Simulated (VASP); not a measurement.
Here is the system:

```
CELL_PARAMETERS angstrom
      0.00000     1.73075     1.73075
      1.73075     0.00000     1.73075
      1.73075     1.73075     0.00000
ATOMIC_POSITIONS crystal
  C  0.00000 0.00000 0.00000
  C  0.25000 0.25000 0.25000
```

These are r2SCAN meta-GGA, VASP's PBE PAW potentials (set 64) (plane waves; VASP 6.6.1) values and carry that method's errors. Run with 620 eV cut-off, 13×13×13 Γ-centred mesh, Gaussian smearing of 0.050 eV, potentials C.

**Question.** Predict the energy per atom (σ→0), pressure.

**Answer.** 
```json
{
  "energy per atom (σ→0)": "-9.770 eV/atom",
  "pressure": "44.81 GPa"
}
```

Only differences to runs with the same potentials and settings are physical.

The compound is C in the diamond structure. It was relaxed first under an external pressure of 45 GPa.
